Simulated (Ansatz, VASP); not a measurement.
## Cross-check of BO between VASP and Ansatz

Aim: how closely do two programs agree when they are given the same cell, functional and k mesh? The cell is taken from a series of runs on this material, whose earlier steps may have relaxed, scaled, displaced or heated it; both programs get it as it stands.

Program: Ansatz 0.2.0. Level of theory: plane waves, with VASP 6.6.1 beside it; single point at HSE06. Results are calculated unless marked as measured.

## (1) The structure

The cell holds 4 atoms: 2 B and 2 O. Its edges and angles: a = 2.442 Å, b = 2.442 Å, c = 29.000 Å, α = 90.0°, β = 90.0°, γ = 120.0°. Vacuum lies along c.

## (2) VASP: single point, HSE06

With cell and atoms fixed, the geometry can't cause a difference; cores, projectors, grids and the points listed under the comparison can.

Lines of VASP's logs that name or quote its potential files are left out, and so is its time.

The run reads the wave functions of an earlier VASP run, which isn't shown here.

File INCAR:

```
SYSTEM = BO
PREC = Accurate
ENCUT = 520
EDIFF = 1E-06
NELM = 100
ISMEAR = 0
SIGMA = 0.01
LREAL = .FALSE.
ALGO = Normal
LHFCALC = .TRUE.
AEXX = 0.25
GGA = PE
HFSCREEN = 0.208
LASPH = .TRUE.
NBANDS = 15
PRECFOCK = Fast
LORBIT = 11
LWAVE = .FALSE.
LCHARG = .FALSE.
ISIF = 2
LDIPOL = .TRUE.
IDIPOL = 3
DIPOL = 0.5 0.5 0.5
LVHAR = .TRUE.
```

File POSCAR:

```
BO
1.0
    2.4422262060      0.0000000000      0.0000000000
   -1.2211131030      2.1150299362      0.0000000000
    0.0000000000      0.0000000000     29.0000000000
B O
2 2
Direct
    0.3333333333      0.6666666667      0.5305535553
    0.3333333333      0.6666666667      0.4694464447
    0.6666666667      0.3333333333      0.5503965249
    0.6666666667      0.3333333333      0.4496034751
```

File KPOINTS:

```
Automatic mesh
0
Gamma
6 6 1
0 0 0
```

Potentials, in the order of the species: B and O (PBE family, release 64).

Run with:

```bash
$ export OMP_NUM_THREADS=3
$ mpirun -np 1 vasp_std
```

Numbers of over 12 decimals in the logs are rounded to 6 here.

The log of the run:

```text
[banner, memory and clock lines left out]
running    1 mpi-ranks, on    1 nodes
 distrk:  each k-point on    1 cores,    1 groups
 distr:  one band on    1 cores,    1 groups
 Offloading initialized ...    1 GPUs detected
 POSCAR found type information on POSCAR B O
 POSCAR found :  2 types and       4 ions
 LDA part: xc-table for (Slater+PW92), standard interpolation
 found WAVECAR, reading the header
 POSCAR, INCAR and KPOINTS ok, starting setup
 FFT: planning ... GRIDC
 FFT: planning ... GRID_SOFT
 FFT: planning ... GRID
 reading WAVECAR
 the WAVECAR file was read successfully
 initial charge from wavefunction
 entering main loop
       N       E                     dE             d eps       ncg     rms          rms(c)
DAV:   1    -0.362159566840E+02   -0.36216E+02   -0.56761E-01   287   0.738E+00    0.564E-01
DAV:   2    -0.362179995851E+02   -0.20429E-02   -0.21475E-02   259   0.114E+00    0.375E-01
DAV:   3    -0.362162313673E+02    0.17682E-02   -0.37401E-03   252   0.476E-01    0.226E-01
DAV:   4    -0.362159743230E+02    0.25704E-03   -0.70185E-04   238   0.197E-01    0.138E-01
DAV:   5    -0.362158463064E+02    0.12802E-03   -0.70858E-05   252   0.838E-02    0.769E-02
DAV:   6    -0.362158089758E+02    0.37331E-04   -0.34479E-05   238   0.592E-02    0.415E-02
DAV:   7    -0.362157981257E+02    0.10850E-04   -0.43765E-06   245   0.231E-02    0.237E-02
DAV:   8    -0.362157939899E+02    0.41358E-05   -0.14473E-06   196   0.126E-02    0.138E-02
DAV:   9    -0.362157926895E+02    0.13004E-05   -0.69555E-07   182   0.768E-03    0.817E-03
DAV:  10    -0.362157921275E+02    0.56207E-06   -0.15153E-07   196   0.400E-03
   1 F= -.36215792E+02 E0= -.36215792E+02  d E =-.520344E-30
```

Parts of OUTCAR (step 2):

```text
ion  position               nearest neighbor table
   1  0.333  0.667  0.531-   3 1.52   3 1.52   3 1.52   2 1.77
   2  0.333  0.667  0.469-   4 1.52   4 1.52   4 1.52   1 1.77
   3  0.667  0.333  0.550-   1 1.52   1 1.52   1 1.52
   4  0.667  0.333  0.450-   2 1.52   2 1.52   2 1.52

  LATTYP: Found a hexagonal cell.
 ALAT       =     2.4422262060
 C/A-ratio  =    11.8744119315

 Subroutine GETGRP returns: Found 12 space group operations
 (whereof 12 operations were pure point group operations)

The static configuration has the point symmetry D_3h.

 Found      7 irreducible k-points:

   k-points           NKPTS =      7   k-points in BZ     NKDIM =     36   number of bands    NBANDS=     15

   dimension x,y,z NGX =    18 NGY =   18 NGZ =  216
   dimension x,y,z NGXF=    36 NGYF=   36 NGZF=  432

   ENCUT  =  520.0 eV  38.22 Ry    6.18 a.u.   4.54  4.54 53.92*2*pi/ulx,y,z

   NELECT =      18.0000    total number of electrons

 k-points in reciprocal lattice and weights: Automatic mesh
   0.00000000  0.00000000  0.00000000       0.028
   0.16666667  0.00000000  0.00000000       0.167
   0.33333333  0.00000000  0.00000000       0.167
   0.50000000  0.00000000  0.00000000       0.083
   0.16666667  0.16666667  0.00000000       0.167
   0.33333333  0.16666667  0.00000000       0.333
   0.33333333  0.33333333  0.00000000       0.056

  exchange ACFDT corr.  =         0.00000000  see jH, gK, PRB 81, 115126

 dipolmoment           0.000000      0.000000     -0.000000 electrons x Angstroem

 average (electrostatic) potential at core
       1 -34.2187       2 -34.2187       3 -74.7284       4 -74.7284

 E-fermi :  -5.4825

 k-point     1 :       0.0000    0.0000    0.0000
  band No.  band energies     occupation
    ...
      5      -9.2328      2.00000
      6      -9.2328      2.00000
      7      -9.0384      2.00000
      8      -9.0384      2.00000
      9      -5.8239      2.00000
     10       1.8591      0.00000
     11       1.9693      0.00000
     12       2.3642      0.00000
     13       2.6741      0.00000
     14       3.2068      0.00000
    ...

 k-point     2 :       0.1667    0.0000    0.0000
  band No.  band energies     occupation
    ...
      5     -11.3432      2.00000
      6     -10.7500      2.00000
      7      -9.9530      2.00000
      8      -9.6920      2.00000
      9      -5.5617      2.00000
     10       2.7420      0.00000
     11       2.7650      0.00000
     12       3.2573      0.00000
     13       3.5997      0.00000
     14       3.7925      0.00000
    ...

 k-point     3 :       0.3333    0.0000    0.0000
  band No.  band energies     occupation
    ...
      5     -13.0907      2.00000
      6     -11.1472      2.00000
      7     -10.7964      2.00000
      8      -9.9560      2.00000
      9      -6.0173      2.00000
     10       1.5527      0.00000
     11       4.6986      0.00000
     12       5.5628      0.00000
     13       5.7126      0.00000
     14       6.0724      0.00000
    ...

  Total       -1.3497510     -1.3497510     -0.8459235      0.0000000      0.0000000      0.0000000
  in kB      -14.4365634    -14.4365634     -9.0477642      0.0000000      0.0000000      0.0000000
  external PRESSURE =     -12.6402970 kB  Pullay stress =       0.0000000 kB

  energy-cutoff  :      520.00
  volume of cell :      149.80
      direct lattice vectors                 reciprocal lattice vectors
     2.442226206  0.000000000  0.000000000     0.409462480  0.236403273 -0.000000000
    -1.221113103  2.115029936  0.000000000     0.000000000  0.472806547  0.000000000
     0.000000000  0.000000000 29.000000000     0.000000000 -0.000000000  0.034482759

 POSITION                                       TOTAL-FORCE (eV/Angst)
 -----------------------------------------------------------------------------------
     -0.00000      1.41002     15.38605         0.000000     -0.000000      0.380886
     -0.00000      1.41002     13.61395         0.000000      0.000000     -0.380886
      1.22111      0.70501     15.96150        -0.000000      0.000000     -0.499687
      1.22111      0.70501     13.03850        -0.000000      0.000000      0.499687
 -----------------------------------------------------------------------------------
    total drift:                                0.000001      0.000001     -0.000004

  FREE ENERGIE OF THE ION-ELECTRON SYSTEM (eV)
  ---------------------------------------------------
  free  energy   TOTEN  =       -36.2157921275 eV

  energy  without entropy=      -36.2157921275  energy(sigma->0) =      -36.21579213

 vacuum level on the upper side and lower side of the slab         2.209         2.209

 total charge
# of ion       s       p       d       tot
------------------------------------------
    1        0.673   1.267   0.000   1.940
    2        0.673   1.267   0.000   1.940
    3        1.561   3.663   0.000   5.224
    4        1.561   3.663   0.000   5.224
--------------------------------------------------
tot          4.469   9.860   0.000  14.329

[... 3 further parts left out ...]
```

## (3) Ansatz: single point, HSE06

Ansatz runs on its PAW soft_1 files.

The same cell, functional and mesh now go to Ansatz, which takes its cutoff from its data sets.

File input.yaml:

```yaml
crystal:
  lattice:
    - [2.442226206, 0.0, 0.0]
    - [-1.221113103, 2.1150299362, 0.0]
    - [0.0, 0.0, 29.0]
  atoms:
    - { symbol: B, position: [0.3333333333, 0.6666666667, 0.5305535553] }
    - { symbol: B, position: [0.3333333333, 0.6666666667, 0.4694464447] }
    - { symbol: O, position: [0.6666666667, 0.3333333333, 0.5503965249] }
    - { symbol: O, position: [0.6666666667, 0.3333333333, 0.4496034751] }
  periodic: [true, true, false]
kpoints:
  mp_grid: { grid: [6, 6, 1] }
  band_path:
    path:
      - [0.0, 0.0, 0.0]
      - [0.5, 0.0, 0.0]
      - [0.3333333333, 0.3333333333, 0.0]
      - [0.1111111111, 0.1111111111, 0.0]
      - [0.35, 0.0, 0.0]
    npoints: 1
hamiltonian:
  xc: hse06
  pseudopotentials: { kind: paw, azcp: { folder: soft_1 } }
scf:
  occupations: { method: fixed }
  n_extra_bands: 5
  convergence: { dr2_threshold: 1.0e-10 }
output:
  eigenvalues: true
  write_density: true
  write_potential: true
  elf: true
  volumetric_format: npy
```

Run with:

```bash
$ ansatz run input.yaml --threads 4 --pin off --max-ram 17510MiB --backend cpu --events-out ev --progress --plain --runs-dir out
```

The log of the run:

```text
scf.n_extra_bands = 5 over 9 filled bands (N_el = 18.0): the run solves 14 bands
Engine: ansatz 0.2.0, aarch64-unknown-linux-gnu
Pseudopotentials: kind: paw
Pseudopotential: B, paw, valence charge 3, recommended cutoff 420 eV (normal), soft_1/B.paw.azcp
Pseudopotential: O, paw, valence charge 6, recommended cutoff 420 eV (normal), soft_1/O.paw.azcp
Functional definition: HSE06
  parameter a = 0.25
  parameter omega = 0.11/bohr
  exchange = pbe_x - a*pbe_x_sr(omega) + a*exact_x_sr(omega)
  correlation = pbe_c
davidson cushion auto → on  (no smearing: the cushion is to keep the highest requested band from converging to the state above it; pin scf.eigensolver.cushion to override)
Crystal: 4 atoms, lattice volume = 149.796 Å³
Basis set: ecut = 420 eV, 2839 PW (Γ)
Bands: 14, of which v1, the nominal top of the filled ones, is band 9 counted from 1 (8 counted from 0)
Symmetry: 12 space group operations
Space group: P-6m2 (ITA 187), of the structure as read, at distance tolerance 5.3e-5 Å
k-points: 7 of 36 (time reversal used)
Non-local potential: B, projectors of the file, l = 0: 2, l = 1: 2, l = 2: 1
Non-local potential: O, projectors of the file, l = 0: 2, l = 1: 2, l = 2: 1
PAW form: soft (Blöchl's): semilocal exchange-correlation on the pseudo side does not see the compensation charge
PAW frozen core: B, regenerated for the run's functional, and the local potential with it (the file was generated under x = pbe(κ = 0.804, μ = 0.219515), c = pbe(β = 0.066725))
PAW frozen core: O, regenerated for the run's functional, and the local potential with it (the file was generated under x = pbe(κ = 0.804, μ = 0.219515), c = pbe(β = 0.066725))
PAW one-centre angular grid: B, 110 points (default); XC on 64 Gauss nodes
PAW one-centre angular grid: O, 110 points (default); XC on 96 Gauss nodes
Initial density: superposition of atomic densities (neutral atoms: chi_scale 0, normalization atom)
Initial wavefunctions: pseudopotential atomic-orbital guess
Functional: x = pbe(κ = 0.804, μ = 0.219515), c = pbe(β = 0.066725), warm-up for x = pbe(κ = 0.804, μ = 0.219515) + 0.25 (exact − pbe) at short range (hse, ω = 0.207870 Å⁻¹), c = pbe(β = 0.066725); HSE06 as pw.x's `hse` composes it (authors' and Libxc's form: `xc: wpbeh`)
iter 1 solved again at ethr=2.33e-2 eV; its pass at ethr=1.00e-1 eV (dr2=4.20e0 eV) is discarded
SCF iter   1: F=—  HF=-1449.932341 eV  |F-HF|=—  |Δ(HF+E_count)|=         —  Δρ=6.30e-2  dr2=4.21e0  ethr=2.33e-2  ⟨swp⟩=3.9  Hψ=622  notcnv=0
preconditioner: auto → none  [insulator: Δε(μ)=5.341 eV  Ē_g=19.246 eV  n_scr=16 (ndim 8)  ℏωp=12.9 eV  f_vac=0.774]
SCF iter   2: F=—  HF=-1448.836629 eV  |F-HF|=—  |Δ(HF+E_count)|=    1.10e0  Δρ=2.81e-2  dr2=6.97e-1  ethr=2.33e-2  ⟨swp⟩=4.0  Hψ=273  notcnv=0  defer=6
SCF iter   3: F=—  HF=-1448.723134 eV  |F-HF|=—  |Δ(HF+E_count)|=   1.13e-1  Δρ=1.08e-2  dr2=1.48e-1  ethr=3.87e-3  ⟨swp⟩=4.9  Hψ=300  notcnv=0  defer=6
iter 4 solved again at ethr=5.43e-5 eV; its pass at ethr=8.23e-4 eV (dr2=9.78e-3 eV) is discarded
SCF iter   4: F=—  HF=-1448.703012 eV  |F-HF|=—  |Δ(HF+E_count)|=   2.01e-2  Δρ=3.59e-3  dr2=9.31e-3  ethr=5.43e-5  ⟨swp⟩=4.1  Hψ=550  notcnv=0  defer=4
SCF iter   5: F=-1448.704401 eV  HF=-1448.704227 eV  |F-HF|=1.74e-4  |Δ(HF+E_count)|=   1.21e-3  Δρ=8.05e-4  dr2=3.65e-4  ethr=5.17e-5  ⟨swp⟩=2.6  Hψ=229  notcnv=0  defer=1
SCF 1 stopped early in 5 iterations: F = -1448.704401 eV  dr2 = 3.65e-4
  greatest PAW one-centre occupation: 0.860 electrons in one spin orbital (limit 2), on the O atom at site 3 (counted from 0), in its partial waves of l = 0
Initial density: handed on by an earlier stage of this run
Initial wavefunctions: those handed on with the density
Functional: x = pbe(κ = 0.804, μ = 0.219515) + 0.25 (exact − pbe) at short range (hse, ω = 0.207870 Å⁻¹), c = pbe(β = 0.066725); HSE06 as pw.x's `hse` composes it (authors' and Libxc's form: `xc: wpbeh`)
Exchange kernel: α = 0.2500, screened, ω = 0.2079 Å⁻¹, Wigner–Seitz truncation, v(0) = 1026.9046 eV·Å³, q-mesh 6×6×1, nearest image of the exchange supercell L = 14.65 Å, pair-density grid 15×15×135, without the augmentation charges, whose exchange is taken in its separable form by FFT convolution over the k-point mesh (sized by the pseudopotential files, 15×15×200 at the most), smooth part of the exact exchange by density-matrix convolution
Frozen-core exchange: fock
SCF iter   1: F=—  HF=-1448.707876 eV  |F-HF|=—  |Δ(HF+E_count)|=         —  Δρ=4.70e-3  dr2=2.47e-2  ethr=2.03e-5  ⟨swp⟩=10.6  Hψ=583  notcnv=0
preconditioner: auto → none  [insulator: Δε(μ)=6.329 eV  Ē_g=20.469 eV  n_scr=16 (ndim 8)  ℏωp=12.9 eV  f_vac=0.786]
SCF iter   2: F=—  HF=-1448.700148 eV  |F-HF|=—  |Δ(HF+E_count)|=   7.73e-3  Δρ=1.60e-3  dr2=2.09e-3  ethr=2.03e-5  ⟨swp⟩=4.0  Hψ=310  notcnv=0
SCF iter   3: F=—  HF=-1448.705026 eV  |F-HF|=—  |Δ(HF+E_count)|=   4.88e-3  Δρ=3.72e-4  dr2=1.26e-4  ethr=9.13e-6  ⟨swp⟩=4.0  Hψ=297  notcnv=0  defer=2
SCF iter   4: F=-1448.704987 eV  HF=-1448.704987 eV  |F-HF|=1.21e-7  |Δ(HF+E_count)|=   3.88e-5  Δρ=2.91e-5  dr2=6.12e-6  ethr=6.16e-7  ⟨swp⟩=3.9  Hψ=290  notcnv=0
SCF 2 stopped early in 4 iterations: F = -1448.704987 eV  dr2 = 6.12e-6
  greatest PAW one-centre occupation: 0.864 electrons in one spin orbital (limit 2), on the O atom at site 3 (counted from 0), in its partial waves of l = 0
hybrid outer 1: dexx = +6.287e-3 eV, tail = 2.30e-5 eV
Exchange kernel: α = 0.2500, screened, ω = 0.2079 Å⁻¹, Wigner–Seitz truncation, v(0) = 1026.9046 eV·Å³, q-mesh 6×6×1, nearest image of the exchange supercell L = 14.65 Å, pair-density grid 15×15×135, without the augmentation charges, whose exchange is taken in its separable form by FFT convolution over the k-point mesh (sized by the pseudopotential files, 15×15×200 at the most), smooth part of the exact exchange by density-matrix convolution
Frozen-core exchange: fock
SCF iter   1: F=—  HF=-1448.705096 eV  |F-HF|=—  |Δ(HF+E_count)|=         —  Δρ=4.84e-5  dr2=1.68e-6  ethr=6.38e-7  ⟨swp⟩=4.1  Hψ=264  notcnv=0
preconditioner: auto → none  [insulator: Δε(μ)=6.318 eV  Ē_g=20.454 eV  n_scr=16 (ndim 8)  ℏωp=12.9 eV  f_vac=0.787]
iter 2 solved again at ethr=2.15e-10 eV; its pass at ethr=8.49e-9 eV (dr2=3.88e-8 eV) is discarded
SCF iter   2: F=—  HF=-1448.705096 eV  |F-HF|=—  |Δ(HF+E_count)|=   1.07e-7  Δρ=9.04e-6  dr2=1.25e-7  ethr=2.15e-10  ⟨swp⟩=4.3  Hψ=634  notcnv=0  defer=2
SCF iter   3: F=—  HF=-1448.705096 eV  |F-HF|=—  |Δ(HF+E_count)|=   7.99e-7  Δρ=5.25e-6  dr2=2.45e-8  ethr=2.15e-10  ⟨swp⟩=5.6  Hψ=399  notcnv=0  defer=9
SCF iter   4: F=—  HF=-1448.705096 eV  |F-HF|=—  |Δ(HF+E_count)|=   8.14e-9  Δρ=1.52e-6  dr2=2.83e-9  ethr=1.26e-10  ⟨swp⟩=3.3  Hψ=259  notcnv=0  defer=2
SCF iter   5: F=—  HF=-1448.705096 eV  |F-HF|=—  |Δ(HF+E_count)|=   1.47e-8  Δρ=9.64e-7  dr2=7.83e-10  ethr=7.57e-12  ⟨swp⟩=6.1  Hψ=404  notcnv=0  defer=8
SCF iter   6: F=-1448.705096 eV  HF=-1448.705096 eV  |F-HF|=3.87e-12  |Δ(HF+E_count)|=  3.00e-10  Δρ=1.45e-7  dr2=5.72e-11  ethr=4.13e-12  ⟨swp⟩=3.6  Hψ=250  notcnv=0  defer=2
SCF 3 converged in 6 iterations: F = -1448.705096 eV  dr2 = 5.72e-11
  greatest PAW one-centre occupation: 0.864 electrons in one spin orbital (limit 2), on the O atom at site 2 (counted from 0), in its partial waves of l = 0
hybrid outer 2: dexx = +9.885e-7 eV, tail = 4.33e-9 eV, Δε = 3.28e-3 eV (about 5.16e-5 eV left of the loop's levels)
NSCF: frozen V_eff on 5 k-points
WARN: The output density's exchange-correlation potential varies sharply where the density is thin. Do not read a vacuum level from v_tot or v_xc, or from such a field of the output density. On a cell that repeats whose density bears no net charge and no dipole along the vacuum's axis use v_es (v_loc + v_h of the components); under efield.dipole_correction with no amplitude use v_es + v_field, which holds any externa [...]
hybrid SCF converged: 2 outer / 10 inner (+5 warm-up), last move |dexx| = 9.88e-7 eV, tail = 4.33e-9 eV
Stability not checked: this state was not tested for a lower state beside it, because the functional holds exact exchange (a hybrid, or Hartree-Fock), whose exchange loop this test does not read (fock_operator; see scf.lower_state_search)
Free energy (F): -1448.705096 eV
Frozen-core exchange: fock
Harris-Foulkes:  -1448.705096 eV  (|F-HF|=3.87e-12)
Internal energy: -1448.705096 eV  (E = F + TS)
E sigma→0 (E₀):  -1448.705096 eV
Fermi energy:    -7.718333 eV
--- Per-component energies (eV) ---
  E_band       = -315.907316
  E_kinetic    = 441.109404
  E_local      = -32943.321314  (includes V_loc(G=0)·N_el)
  E_nonlocal   = 118.236647
  E_hartree    = 16226.813498
  E_xc         = -168.201335
  E_vxc        = -207.555747  (∫ρ·V_xc dr)
  E_exx        = -50.135233  (= α·E_x^exact, valence–valence)
  E_paw        = -472.909111  (= ΣΔE_a)
  E_vpaw       = -77.734149  (= ΣTr[D̂ρ^β])
  E_aug_tail   = 0.001573  (compensation charges beyond the density's cutoff)
  E_ewald      = 15399.779208
  E_core_change = -0.078433  (= ΣΔE_core)
  E_smearing   = -0.000000  (= −TS)
  E_closure    = -0.000000  (closes the sum)
  Σ components = -1448.705096   (vs F -1448.705096, Δ=-3.41e-12)
--- Band table (eV; the first three rows and the last of 7) ---
  k-point 0: bands = [... 5 lower, -11.4051, -11.2117, -11.2117, -7.9756, -0.3359, -0.2164, 0.5937, 0.6632, ... 1 higher]
  k-point 1: bands = [... 5 lower, -12.9390, -12.1235, -11.8639, -7.7183, 0.5527, 0.5700, 1.4118, 1.5162, ... 1 higher]
  k-point 2: bands = [... 5 lower, -13.3166, -12.9675, -12.1481, -8.1742, -0.5826, 2.5357, 3.3724, 3.5310, ... 1 higher]
  k-point 6: bands = [... 5 lower, -17.0646, -12.6755, -11.3850, -9.2715, -1.2050, 3.8262, 6.1263, 6.6965, ... 1 higher]
  the weakly bound empty levels are not read free of the cell's end (exact_exchange)
```

## (4) Side by side

Known differences besides the potentials themselves: exact exchange at q = 0 is treated differently, which shows on coarse meshes; VASP keeps PBE cores, Ansatz makes them for the functional; fixed occupations in Ansatz, narrow Gaussian smearing in VASP; Ansatz cuts the interaction across the vacuum, VASP repeats the sheet with a dipole correction; the cutoff is 420 eV in Ansatz and 520 eV in VASP; VASP takes a coarser grid for exact exchange (PRECFOCK = Fast). Total energies have different zeros and are not compared.

Both answers:

```tsv
quantity	Ansatz	VASP	difference
gap on the k mesh (eV)	6.318	6.292	+0.026
```

A gap on the mesh is an upper bound, since the band edges may lie between its points. With vacuum in the cell, a pressure given here is an average over mostly empty space and none of the material.

## (5) Summary of results

| Item | Value |
| --- | --- |
| difference in gap on the k mesh (single point, HSE06) | 0.026 eV |

**Reading.** The difference in gap on the k mesh is 0.026 eV (single point, HSE06), within the 0.08 eV picked in this series as the mark of a large difference. How closely two codes agree says nothing of how well the functional describes the real material.

[Lines on the potential files, build, host, timing and source positions are cut from VASP's logs without a mark.]

[Logs are printed without paths, hosts, clocks, repeated set-up lines and the standing remarks that a program may print on its own settings, such as how far it seeks lower states.]

[Hosts, paths, dates, database ids (printed as entryN), source tags and the programs' standing remarks are cut or masked in the printed files.]
